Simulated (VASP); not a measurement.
```
TiN
1.0
    0.00000     2.11610     2.11610
    2.11610     0.00000     2.11610
    2.11610     2.11610     0.00000
Ti N
1 1
Direct
  0.00000   0.00000   0.00000
  0.50000   0.50000   0.50000
```

These are r2SCAN+rVV10, VASP's PBE PAW potentials (set 64) (plane waves; VASP) values and carry that method's errors. Numerical set-up: 520 eV cut-off, 17×17×17 Γ-centred mesh, tetrahedra with Blöchl corrections, potentials Ti_sv N.

Question: Give the energies of bands 6 to 11 at the high-symmetry points, in eV from the Fermi level.

Answer: 
| band | Γ | X | U | L | W |
|---|---|---|---|---|---|
| 6 | -2.40 | -6.31 | -6.25 | -8.57 | -5.91 |
| 7 | -2.40 | -3.64 | -6.18 | -5.96 | -5.91 |
| 8 | -2.40 | -3.64 | -4.91 | -5.96 | -5.84 |
| 9 | -0.64 | -3.15 | -0.50 | 1.75 | 0.94 |
| 10 | -0.64 | 1.68 | 2.04 | 1.75 | 0.94 |
| 11 | -0.64 | 2.46 | 2.39 | 2.46 | 2.46 |

It has no gap at this level: it comes out as a metal or semimetal.

The compound is TiN in the rock salt structure. It was relaxed first. The electron count is odd and the run is not spin-polarised, which forces a metal.
